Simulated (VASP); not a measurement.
The input files of a VASP run:

KPOINTS:
```
Automatic mesh
0
Gamma
15 15 15
0 0 0
```

INCAR:
```
# general
SYSTEM   = Rh
PREC     = Accurate
ENCUT    = 400
LREAL    = .FALSE.
LASPH    = .TRUE.

# electronic loop
EDIFF    = 1E-6
NELM     = 100
ALGO     = Normal
LMAXMIX  = 4
LMIXTAU  = .TRUE.

# smearing
ISMEAR   = 1
SIGMA    = 0.1

# functional
METAGGA  = R2SCAN
LUSE_VDW = .TRUE.
BPARAM   = 11.95
CPARAM   = 0.0093

# ions
IBRION   = 2
NSW      = 60
ISIF     = 3
EDIFFG   = -0.01

# output
LWAVE    = .FALSE.
LCHARG   = .FALSE.
```

File POSCAR:
```
Rh
1.0
  0.0000000000   1.8978500000   1.8978500000
  1.8978500000   0.0000000000   1.8978500000
  1.8978500000   1.8978500000   0.0000000000
Rh
1
Cartesian
  0.0000000000   0.0000000000   0.0000000000
```

POTCAR, in this order: Rh_pv (PBE.64 set). Program: vasp_std.

Task: Write an equivalent input for Ansatz.

Result: One equivalent input (not run):
Ansatz 0.2 input:
```yaml
crystal:
  lattice:
    - [0.0000000, 1.8978500, 1.8978500]
    - [1.8978500, 0.0000000, 1.8978500]
    - [1.8978500, 1.8978500, 0.0000000]
  atoms:
    - { symbol: Rh, position: [0.0000000, 0.0000000, 0.0000000] }
kpoints:
  mp_grid: { grid: [15, 15, 15] }
hamiltonian:
  xc: r2scan
  dispersion: rvv10
  pseudopotentials: { kind: paw }
scf:
  occupations: { method: methfessel_paxton, width: 0.1 }
  max_iter: 100
relax:
  max_steps: 60
  f_tol: 0.01
  cell: {}
output: { forces: true, stress: true, eigenvalues: true }
```
Limits of the translation: each code has its own PAW files, so the cut-off isn't converted (ENCUT is set for VASP's; basis.ecutwfc is left out, and Ansatz then takes the one that its files recommend); Ansatz stops its SCF on the density residual and VASP on the energy change (EDIFF).

The structure comes from a measured Rh entry (Fm-3m) of the Crystallography Open Database, whose conditions weren't checked. This run relaxes it. Symmetry was kept, so distortions that lower it aren't found.
